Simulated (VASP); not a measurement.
The input files of a VASP run:

**KPOINTS**
```
Automatic
0
Gamma
14 14 14
0 0 0
```

File POSCAR:
```
Pt
1
    0.0000000000     1.9600000000     1.9600000000
    1.9600000000     0.0000000000     1.9600000000
    1.9600000000     1.9600000000     0.0000000000
Pt
1
Direct
  0.0000000000   0.0000000000   0.0000000000
```

**INCAR**
```
SYSTEM = Pt
PREC = Accurate
ENCUT = 520
EDIFF = 1E-6
NELM = 100
ALGO = Normal
LREAL = .FALSE.
LASPH = .TRUE.
ISMEAR = 1
SIGMA = 0.1
GGA = RE
LMAXMIX = 6
LWAVE = .FALSE.
LCHARG = .FALSE.
IBRION = 2
ISIF = 3
NSW = 60
EDIFFG = -0.01
```

POTCAR, in this order: Pt (PBE.64 set). Program: vasp_std.

Task: Write an equivalent input for Ansatz.

Result: One equivalent input (not run):
Ansatz 0.2 input:
```yaml
crystal:
  lattice:
    - [0.0000000, 1.9600000, 1.9600000]
    - [1.9600000, 0.0000000, 1.9600000]
    - [1.9600000, 1.9600000, 0.0000000]
  atoms:
    - { symbol: Pt, position: [0.0000000, 0.0000000, 0.0000000] }
kpoints:
  mp_grid: { grid: [14, 14, 14] }
hamiltonian:
  xc: revpbe
  pseudopotentials: { kind: paw }
scf:
  occupations: { method: methfessel_paxton, width: 0.1 }
  max_iter: 100
relax:
  max_steps: 60
  f_tol: 0.01
  cell: {}
output: { forces: true, stress: true, eigenvalues: true }
```
Limits of the translation: each code has its own PAW files, so the cut-off isn't converted (ENCUT is set for VASP's; basis.ecutwfc is left out, and Ansatz then takes the one that its files recommend); Ansatz stops its SCF on the density residual and VASP on the energy change (EDIFF).

The compound is Pt in the fcc structure. This run relaxes it. Symmetry was kept, so distortions that lower it aren't found.
